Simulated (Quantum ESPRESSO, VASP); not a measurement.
An input for Quantum ESPRESSO (PBE, spin-orbit coupling, PSlibrary fully relativistic PAW (PBE, semicore) pseudopotentials):

```
&control
 calculation = 'scf'
 prefix = 'InSb'
 outdir = './tmp/'
 pseudo_dir = './'
 tprnfor = .true.
 tstress = .true.
/
&system
 ibrav = 0
 nat = 2
 ntyp = 2
 ecutwfc = 55
 ecutrho = 330
 occupations = 'smearing'
 smearing = 'fd'
 degauss = 0.0036749
 noncolin = .true.
 lspinorb = .true.
/
&electrons
 conv_thr = 1.0e-11
 mixing_beta = 0.3
/
ATOMIC_SPECIES
In   114.8180  In.rel-pbe-dn-kjpaw_psl.1.0.0.UPF
Sb   121.7600  Sb.rel-pbe-dn-kjpaw_psl.1.0.0.UPF
ATOMIC_POSITIONS alat
In    0.00000000    0.00000000    0.00000000
Sb    0.35355339    0.35355339    0.35355339
K_POINTS automatic
6 6 6  0 0 0
CELL_PARAMETERS angstrom
   0.00000000     3.24000000     3.24000000
   3.24000000     0.00000000     3.24000000
   3.24000000     3.24000000     0.00000000
```

**Question.** Write the VASP files for the same calculation.

**Answer.** One set of files that does it:

### POSCAR
```
InSb
1
    0.0000000000     3.2400000000     3.2400000000
    3.2400000000     0.0000000000     3.2400000000
    3.2400000000     3.2400000000     0.0000000000
In Sb
1 1
Direct
  0.0000000000   0.0000000000   0.0000000000
  0.2500000000   0.2500000000   0.2500000000
```

INCAR:
```
ENCUT=300   # plane-wave cut-off (eV)
MAGMOM=6*0.0
SYSTEM=InSb
GGA=PE   # PBE
GGA_COMPAT=.FALSE.
SIGMA=0.05   # width (eV)
LORBIT=11   # lm-projected
LMAXMIX=4
LNONCOLLINEAR=.TRUE.
ISMEAR=-1
LWAVE=.FALSE.
ISIF=2   # forces and stress, cell fixed
LASPH=.TRUE.
LREAL=.FALSE.
NELM=100   # most electronic steps
LSORBIT=.TRUE.
ALGO=Normal   # blocked Davidson
PREC=Accurate
LCHARG=.FALSE.
EDIFF=1E-6   # SCF stop (eV)
```

KPOINTS:
```
Automatic mesh
0
Gamma
6 6 6
0 0 0
```

POTCAR, in this order: In_d Sb (PBE.64 set). Program: vasp_ncl.

The two runs describe the same crystal, functional and task. Each code takes its own potentials, basis and convergence tests.

The structure is a typed InSb crystal (F-43m). The cell was not relaxed at this level, and it may have been scaled.
